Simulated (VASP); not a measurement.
Input:

```
CELL_PARAMETERS angstrom
      0.00000     2.19382     2.19382
      2.19382     0.00000     2.19382
      2.19382     2.19382     0.00000
ATOMIC_POSITIONS crystal
  Al 0.00000 0.00000 0.00000
  N  0.75000 0.75000 0.75000
```

Computed with PBE GGA, VASP's PBE PAW potentials (set 64) (plane waves; VASP). Numerical set-up: 400 eV cut-off, 9×9×9 Γ-centred mesh, Fermi-Dirac smearing of 0.050 eV, potentials Al N.

At this cut-off the stress carries a Pulay error, which pulls relaxed volumes low.

Q: Give the stress tensor in GPa (positive for a compressed cell).

A: 
```
-1.63   0.00   0.00
 0.00  -1.63   0.00
 0.00   0.00  -1.63
```
The pressure is its mean diagonal, -1.63 GPa.

The structure comes from a computed database's AlN entry; how it stands against other phases isn't given here. The cell was not relaxed at this level.
